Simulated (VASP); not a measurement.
Here is the system:

```xyz
6
Lattice="5.0057 0.0000 0.0000 0.0000 5.0057 0.0000 0.0000 0.0000 3.4317" Properties=species:S:1:pos:R:3 pbc="T T T"
Pb     0.0000     0.0000     0.0000
Pb     2.5028     2.5028     1.7158
O      1.5383     1.5383     0.0000
O      4.0411     0.9646     1.7158
O      0.9646     4.0411     1.7158
O      3.4674     3.4674     0.0000
```

Calculation: vdW-DF-cx, VASP's PBE PAW potentials (set 64) (plane waves; VASP). Run with 520 eV cut-off, 5×5×7 Γ-centred mesh, tetrahedra with Blöchl corrections, potentials Pb_d O.

The cores are frozen, which limits the accuracy of field gradients.

### Question
Give the principal components of the electric field gradient (V/Å²) and the asymmetry η at each nucleus.

### Answer

```tsv
atom	Vxx	Vyy	Vzz	η
Pb1	-107.7	-22.2	130.0	0.66
Pb2	-107.7	-22.2	130.0	0.66
O3	77.9	53.6	-131.4	0.18
O4	77.9	53.6	-131.4	0.18
O5	77.9	53.6	-131.4	0.18
O6	77.9	53.6	-131.4	0.18
```

The compound is PbO2 in the rutile structure. It was relaxed first.
